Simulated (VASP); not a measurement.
Given:

```
GaN
1.0
    2.70147     0.00000     0.00000
    0.00000     2.70147     0.00000
    0.00000     0.00000     2.70147
Ga N
1 1
Direct
  0.00000   0.00000   0.00000
  0.50000   0.50000   0.50000
```

Computed with r2SCAN meta-GGA, VASP's PBE PAW potentials (set 64) (plane waves; VASP). Numerical set-up: 520 eV cut-off, 15×15×15 Γ-centred mesh, tetrahedra with Blöchl corrections, potentials Ga_d N.

### Question
Give the energies of bands 7 to 12 at the high-symmetry points, in eV from the Fermi level.

### Answer

```tsv
band	Γ	X	M	R
7	-1.46	-9.85	-6.71	-3.29
8	-1.46	0.07	-6.71	-3.29
9	-1.46	0.07	-2.42	-3.29
10	-1.38	4.11	0.48	1.66
11	10.54	5.76	9.19	1.66
12	10.54	11.52	9.19	1.66
```

It has no gap at this level: it comes out as a metal or semimetal.

The structure was generated: GaN was put into the CsCl type (Pm-3m), which need not be its known phase. It was relaxed first, which changed the volume by +23 %.
